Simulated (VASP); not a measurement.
# Driving VASP from ASE on ZnCu, part 2 of 3

Do ASE scripts that read ZnCu from different structure formats give one answer, and do several routes find one equilibrium volume? All runs use LDA. Left out of this account: 1 further run (fields: a reference on another mesh). The start is a cell from a database of measured crystal structures.

VASP 6.6.1, plane waves and PAW; the level of theory is named at each step.

So far. Step 2 (Self-consistent run (LDA, through ASE)): The pressure is -9.66 GPa and the largest force 0.000 eV/Å, so the cell is not at a minimum at these settings. Step 3 (Total energy, forces and stress (LDA, through ASE)): The energy lies +4.89 meV an atom from the first script, on another mesh.

## (4) Relaxing cell and atoms (LDA, through ASE)

Level of this step: LDA; plane waves and PAW (Zn, Cu) (VASP).

The start need not lie at this functional's minimum. ISIF = 3 frees volume, shape and positions, and EDIFFG sets the threshold on forces and stress at which the search stops.

run.py reads:

```python
import numpy as np
from ase.calculators.vasp import Vasp
from ase import Atoms

atoms = Atoms(['Zn', 'Cu'],
              cell=[[2.945, 0.0, 0.0], [0.0, 2.945, 0.0], [0.0, 0.0, 2.945]],
              scaled_positions=[[0.5, 0.5, 0.5], [0.0, 0.0, 0.0]],
              pbc=True)

calc = Vasp(
    xc='lda',
    pp='LDA',
    prec='Accurate',
    encut=400,
    ediff=1e-06,
    nelm=100,
    ismear=-1,
    sigma=0.05,
    lreal=False,
    algo='Normal',
    nbands=17,
    lasph=True,
    lorbit=11,
    lwave=False,
    lcharg=False,
    kpar=2,
    ibrion=2,
    nsw=60,
    isif=3,
    ediffg=-0.01,
    pp_version='64',
    setups={'Zn': '', 'Cu': ''},
    kpts=(13, 13, 13),
    gamma=True,
    txt='vasp.out',
)
atoms.calc = calc

print("energy (eV):", round(atoms.get_potential_energy(), 6))
print("Fermi level (eV):", round(calc.get_fermi_level(), 4))
print("forces (eV/A):")
print(np.round(atoms.get_forces(), 4))
print("stress (GPa, Voigt, tension positive):", np.round(atoms.get_stress() * 160.21766, 3))
print("cell (A, degrees):", np.round(atoms.cell.cellpar(), 4))
print("volume (A^3):", round(atoms.get_volume(), 4))
print("positions:")
print(np.round(atoms.get_scaled_positions(), 5))
```

Potentials, in the order of the species: Zn and Cu (LDA family, release 64).

Started as:

```
$ export ASE_VASP_COMMAND="mpirun -np 2 vasp_std"
$ python run.py
```

Output:

```text
energy (eV): -6.801504
Fermi level (eV): 6.0615
forces (eV/A):
[[ 0. -0.  0.]
 [-0.  0.  0.]]
stress (GPa, Voigt, tension positive): [ 0.005  0.005  0.005  0.    -0.     0.   ]
cell (A, degrees): [ 2.8731  2.8731  2.8731 90.     90.     90.    ]
volume (A^3): 23.7154
positions:
[[0.5 0.5 0.5]
 [0.  0.  0. ]]
```

The job ended after 24 s (2 MPI ranks of Intel Xeon 6975P-C (Granite Rapids), shared host; peak memory 0.27 GiB; 43 s of CPU time).

ASE turned this into the INCAR:

```
ENCUT = 400.000000
SIGMA = 0.050000
EDIFF = 1.00e-06
EDIFFG = -1.00e-02
ALGO = Normal
PREC = Accurate
IBRION = 2
ISIF = 3
ISMEAR = -1
KPAR = 2
LORBIT = 11
NBANDS = 17
NELM = 100
NSW = 60
LASPH = .TRUE.
LCHARG = .FALSE.
LWAVE = .FALSE.
LREAL = .FALSE.
```

The KPOINTS that ASE wrote:

```
KPOINTS created by Atomic Simulation Environment
0
Gamma
13 13 13
0 0 0
```

vasp.out:

```text
[... set-up lines as in an earlier step ...]
 entering main loop
       N       E                     dE             d eps       ncg     rms          rms(c)
[... 12 cycles as in an earlier step ...]
   1 F= -.67431226E+01 E0= -.67402057E+01  d E =-.674312E+01
 curvature:   0.00 expect dE= 0.000E+00 dE for cont linesearch  0.000E+00
 trial: gam= 0.00000 g(F)=  0.000E+00 g(S)=  0.172E+00 ort = 0.000E+00 (trialstep = 0.100E+01)
 search vector abs. value=  0.172E+00
 bond charge predicted
       N       E                     dE             d eps       ncg     rms          rms(c)
DAV:   1    -0.126165715225E+02   -0.58734E+01   -0.61625E+01  2931   0.167E+02    0.199E+01
DAV:   2    -0.938114340101E+01    0.32354E+01   -0.47013E+01  2959   0.184E+02    0.896E+00
DAV:   3    -0.696712933763E+01    0.24140E+01   -0.82275E+00  3027   0.207E+02    0.323E+00
DAV:   4    -0.684972871339E+01    0.11740E+00   -0.64768E-01  3263   0.127E+01    0.181E+00
DAV:   5    -0.678741201563E+01    0.62317E-01   -0.27699E-02  4258   0.400E+00    0.250E-01
DAV:   6    -0.678700041496E+01    0.41160E-03   -0.67463E-03  3713   0.187E+00    0.115E-01
DAV:   7    -0.678694238395E+01    0.58031E-04   -0.61362E-04  4283   0.778E-01    0.130E-02
DAV:   8    -0.678694111020E+01    0.12737E-05   -0.36081E-05  4266   0.185E-01    0.976E-03
DAV:   9    -0.678694133398E+01   -0.22378E-06   -0.58070E-06  3032   0.585E-02
   2 F= -.67869413E+01 E0= -.67843806E+01  d E =-.438188E-01
[...]
3 F= -.68042589E+01 E0= -.68015308E+01  d E =-.611363E-01
[...]
4 F= -.68042369E+01 E0= -.68015028E+01  d E =-.611143E-01
 curvature:  -0.33 expect dE=-0.134E-04 dE for cont linesearch -0.134E-04
 ZBRENT: accuracy reached
 trial: gam=-0.01516 g(F)=  0.104E-65 g(S)=  0.407E-04 ort = 0.264E-02 (trialstep = 0.932E+00)
 search vector abs. value=  0.974E-08
 bond charge predicted
       N       E                     dE             d eps       ncg     rms          rms(c)
DAV:   1    -0.680423793223E+01   -0.11352E-05   -0.34921E-06  2787   0.440E-02    0.403E-03
DAV:   2    -0.680423774840E+01    0.18383E-06   -0.19093E-06  1519   0.361E-02
   5 F= -.68042377E+01 E0= -.68015037E+01  d E =-.883063E-06
 trial-energy change:   -0.000001  1 .order   -0.000000   -0.000001   -0.000000
 step:   0.9613(harm=  0.9613)  dis= 0.00000  next Energy=    -6.804237 (dE=-0.301E-06)
 reached required accuracy - stopping structural energy minimisation
```

OUTCAR, selected parts (step 4):

```text
The static configuration has the point symmetry O_h .

 Found     84 irreducible k-points:

   NELECT =      23.0000    total number of electrons

 E-fermi :   6.0615

 k-point     1 :       0.0000    0.0000    0.0000
  band No.  band energies     occupation
    ...
      7       2.2214      2.00000
      8       2.2214      2.00000
      9       3.1421      2.00000
     10       3.1421      2.00000
     11       3.1421      2.00000
     12      12.4928      0.00000
     13      12.4928      0.00000
     14      12.4928      0.00000
     15      17.9232      0.00000
     16      17.9232      0.00000
    ...

 k-point     2 :       0.0769    0.0000    0.0000
  band No.  band energies     occupation
    ...
      7       2.2122      2.00000
      8       2.2326      2.00000
      9       3.1001      2.00000
     10       3.1001      2.00000
     11       3.1366      2.00000
     12      11.4815      0.00000
     13      12.6690      0.00000
     14      12.6690      0.00000
     15      17.9800      0.00000
     16      18.5099      0.00000
    ...

  Total       -0.0007349     -0.0007349     -0.0007349     -0.0000000     -0.0000000      0.0000000
  in kB       -0.0496477     -0.0496477     -0.0496477     -0.0000000     -0.0000000      0.0000000
  external PRESSURE =      -0.0496477 kB  Pullay stress =       0.0000000 kB

  energy-cutoff  :      400.00
  volume of cell :       23.72
      direct lattice vectors                 reciprocal lattice vectors
     2.873052000  0.000000000 -0.000000000     0.348061922 -0.000000000 -0.000000000
     0.000000000  2.873052000  0.000000000    -0.000000000  0.348061922 -0.000000000
     0.000000000  0.000000000  2.873052000     0.000000000 -0.000000000  0.348061922

 POSITION                                       TOTAL-FORCE (eV/Angst)
 -----------------------------------------------------------------------------------
      1.43653      1.43653      1.43653         0.000000     -0.000000      0.000000
      0.00000      2.87305      2.87305        -0.000000      0.000000      0.000000
 -----------------------------------------------------------------------------------
    total drift:                               -0.000000      0.000000     -0.000000

  FREE ENERGIE OF THE ION-ELECTRON SYSTEM (eV)
  ---------------------------------------------------
  free  energy   TOTEN  =        -6.8042377484 eV

  energy  without entropy=       -6.7987695555  energy(sigma->0) =       -6.80150365

 reached required accuracy - stopping structural energy minimisation

 total charge
# of ion       s       p       d       tot
------------------------------------------
    1        0.607   0.589   9.748  10.944
    2        0.453   0.437   9.193  10.083
--------------------------------------------------
tot          1.060   1.026  18.941  21.027

[... 7 parts as in an earlier step ...]

[... 5 further parts left out ...]
```

The run keeps the 48 symmetry operations of its start, so it cannot find a distortion of lower symmetry.

The steps of the relaxation:

| step | energy less that of the first step (eV) | largest force (eV/Å) | pressure (GPa) | volume (Å³) |
| --- | --- | --- | --- | --- |
| 1 | 0.0000 | 0.0000 | -9.66 | 25.54 |
| 2 | -0.0438 | 0.0000 | 6.25 | 22.80 |
| 3 | -0.0611 | 0.0000 | 0.19 | 23.68 |
| 4 | -0.0611 | 0.0000 | -0.16 | 23.72 |
| 5 | -0.0611 | 0.0000 | -0.01 | 23.72 |

| conventional cell, symmetrised | before | after | change |
| --- | --- | --- | --- |
| a (Å) | 2.945 | 2.873 | -2.4 % |
| b (Å) | 2.945 | 2.873 | -2.4 % |
| c (Å) | 2.945 | 2.873 | -2.4 % |
| volume (Å³/atom) | 12.77 | 11.86 | -7.2 % |

Final coordinates:

```xyz
2
Lattice="2.8731 0.0000 0.0000 0.0000 2.8731 0.0000 0.0000 0.0000 2.8731" Properties=species:S:1:pos:R:3 pbc="T T T"
Zn    1.4365    1.4365    1.4365
Cu    0.0000    0.0000    0.0000
```

Numbers from this step:

| Item | Value |
| --- | --- |
| irreducible k-points | 84 |
| free energy (TOTEN) | -6.804 eV |
| energy at zero smearing | -6.802 eV |
| Fermi energy | 6.061 eV |
| pressure | -0.004965 GPa |
| SCF cycles over all ionic steps | 37 |

It ends with forces that vanish by symmetry and a pressure of 0.00 GPa.

## (5) Equation of state by an ASE loop (LDA)

An ASE loop scales the volume and fits the energies, which gives the bulk modulus from energies alone.

run.py reads:

```python
import numpy as np
from ase.calculators.vasp import Vasp
from ase.io import read
from ase.eos import EquationOfState
from ase.units import GPa

atoms = read('structure.vasp')

calc = Vasp(
    xc='lda',
    pp='LDA',
    prec='Accurate',
    encut=400,
    ediff=1e-06,
    nelm=100,
    ismear=-1,
    sigma=0.05,
    lreal=False,
    algo='Normal',
    nbands=17,
    lasph=True,
    lorbit=11,
    lwave=False,
    lcharg=False,
    kpar=2,
    isif=2,
    pp_version='64',
    setups={'Zn': '', 'Cu': ''},
    kpts=(13, 13, 13),
    gamma=True,
    txt='vasp.out',
)
atoms.calc = calc

cell, volumes, energies = atoms.get_cell(), [], []
for x in [0.94, 0.96, 0.98, 1.0, 1.02, 1.04, 1.06]:
    atoms.set_cell(cell * x ** (1 / 3), scale_atoms=True)
    volumes.append(atoms.get_volume())
    energies.append(atoms.get_potential_energy())
    print(f"{x:.2f}  V = {volumes[-1]:.4f} A^3  E = {energies[-1]:.6f} eV")
v0, e0, b0 = EquationOfState(volumes, energies, eos="birchmurnaghan").fit()
print(f"V0 = {v0:.4f} A^3  E0 = {e0:.6f} eV  B0 = {b0 / GPa:.2f} GPa")
```

structure.vasp reads:

```
ZnCu
1.0
    2.9450000000      0.0000000000      0.0000000000
    0.0000000000      2.9450000000      0.0000000000
    0.0000000000      0.0000000000      2.9450000000
Zn Cu
1 1
Direct
    0.5000000000      0.5000000000      0.5000000000
    0.0000000000      0.0000000000      0.0000000000
```

Output:

```text
<dir> UserWarning: The minimum volume of your fit is not in your volumes.  You may not have a minimum in your dataset!
  warnings.warn(
0.94  V = 24.0095 A^3  E = -6.792298 eV
0.96  V = 24.5204 A^3  E = -6.783186 eV
0.98  V = 25.0312 A^3  E = -6.765429 eV
1.00  V = 25.5421 A^3  E = -6.740206 eV
1.02  V = 26.0529 A^3  E = -6.708270 eV
1.04  V = 26.5637 A^3  E = -6.670596 eV
1.06  V = 27.0746 A^3  E = -6.627821 eV
V0 = 23.7843 A^3  E0 = -6.793287 eV  B0 = 151.26 GPa
```

The job ended after 53 s (2 MPI ranks; peak memory 0.26 GiB).

ASE turned this into the INCAR:

```
ENCUT = 400.000000
SIGMA = 0.050000
EDIFF = 1.00e-06
ALGO = Normal
PREC = Accurate
ISIF = 2
ISMEAR = -1
KPAR = 2
LORBIT = 11
NBANDS = 17
NELM = 100
LASPH = .TRUE.
LCHARG = .FALSE.
LWAVE = .FALSE.
LREAL = .FALSE.
```

ASE turned this into the KPOINTS:

```
KPOINTS created by Atomic Simulation Environment
0
Gamma
13 13 13
0 0 0
```

vasp.out (the last of its runs):

```text
[banner, memory and clock lines left out]
running    2 mpi-ranks, on    1 nodes
 distrk:  each k-point on    1 cores,    2 groups
 distr:  one band on    1 cores,    1 groups

 POSCAR found type information on POSCAR ZnCu
 POSCAR found :  2 types and       2 ions
 LDA part: xc-table for (Slater(with rela. corr.)+CA(PZ))
 , standard interpolation
 POSCAR, INCAR and KPOINTS ok, starting setup
 FFT: planning ... GRIDC
 FFT: planning ... GRID_SOFT
 FFT: planning ... GRID
 WAVECAR not read
 WARNING: random wavefunctions but no delay for mixing, default for NELMDL
 entering main loop
       N       E                     dE             d eps       ncg     rms          rms(c)
DAV:   1     0.100856969968E+03    0.10086E+03   -0.96204E+03  2992   0.185E+03
DAV:   2    -0.438271824551E+01   -0.10524E+03   -0.10150E+03  2866   0.280E+02
DAV:   3    -0.772086364219E+01   -0.33381E+01   -0.33232E+01  3376   0.662E+01
DAV:   4    -0.774582846454E+01   -0.24965E-01   -0.24961E-01  3448   0.515E+00
DAV:   5    -0.774623978894E+01   -0.41132E-03   -0.41131E-03  3552   0.681E-01    0.929E+00
DAV:   6    -0.769488833820E+01    0.51351E-01   -0.16731E+01  3007   0.982E+01    0.643E+00
DAV:   7    -0.664367954096E+01    0.10512E+01   -0.36702E+00  3013   0.929E+01    0.200E+00
DAV:   8    -0.664063027459E+01    0.30493E-02   -0.17883E-01  3951   0.627E+00    0.113E+00
DAV:   9    -0.663072866330E+01    0.99016E-02   -0.15577E-02  3427   0.262E+00    0.504E-02
DAV:  10    -0.663071010507E+01    0.18558E-04   -0.56655E-04  4395   0.386E-01    0.372E-02
DAV:  11    -0.663071076124E+01   -0.65616E-06   -0.49467E-05  3324   0.204E-01    0.115E-02
DAV:  12    -0.663070952876E+01    0.12325E-05   -0.10320E-05  3205   0.820E-02    0.251E-03
DAV:  13    -0.663070947326E+01    0.55510E-07   -0.41851E-07  1639   0.130E-02
   1 F= -.66307095E+01 E0= -.66278207E+01  d E =-.577748E-02
```

From OUTCAR (step 5):

```text
   ENCUT  =  400.0 eV  29.40 Ry    5.42 a.u.   4.90  4.90  4.90*2*pi/ulx,y,z

   NELECT =      23.0000    total number of electrons

 E-fermi :   4.7288

 k-point     1 :       0.0000    0.0000    0.0000
  band No.  band energies     occupation
    ...
      7       1.3110      2.00000
      8       1.3110      2.00000
      9       2.0786      2.00000
     10       2.0786      2.00000
     11       2.0786      2.00000
     12      10.7207      0.00000
     13      10.7207      0.00000
     14      10.7207      0.00000
     15      15.7838      0.00000
     16      15.7838      0.00000
    ...

  Total       -2.5062624     -2.5062624     -2.5062624      0.0000000      0.0000000     -0.0000000
  in kB     -148.3116798   -148.3116798   -148.3116798      0.0000000      0.0000000     -0.0000000
  external PRESSURE =    -148.3116798 kB  Pullay stress =       0.0000000 kB

 POSITION                                       TOTAL-FORCE (eV/Angst)
 -----------------------------------------------------------------------------------
      1.50138      1.50138      1.50138         0.000000      0.000000      0.000000
      0.00000      0.00000      0.00000         0.000000      0.000000      0.000000
 -----------------------------------------------------------------------------------
    total drift:                               -0.000000      0.000000     -0.000000

  FREE ENERGIE OF THE ION-ELECTRON SYSTEM (eV)
  ---------------------------------------------------
  free  energy   TOTEN  =        -6.6307094733 eV

  energy  without entropy=       -6.6249319926  energy(sigma->0) =       -6.62782073

[... 4 parts as in an earlier step ...]

[... 12 further parts left out ...]
```

The minimum lies outside the volumes of the loop, so the fit is an extrapolation and is not used; the loop should be centred on a relaxed cell.

(Part 2 of 3 ends here.)

[Lines on the potential files, build, host, timing and source positions are cut from VASP's logs without a mark.]

[Logs are printed without paths, hosts, clocks, repeated set-up lines and the standing remarks that a program may print on its own settings, such as how far it seeks lower states.]

[Hosts, paths, dates, database ids (printed as entryN), source tags and the programs' standing remarks are cut or masked in the printed files.]

[A measured line is paired with the nearest computed mode of its activity, which favours agreement.]
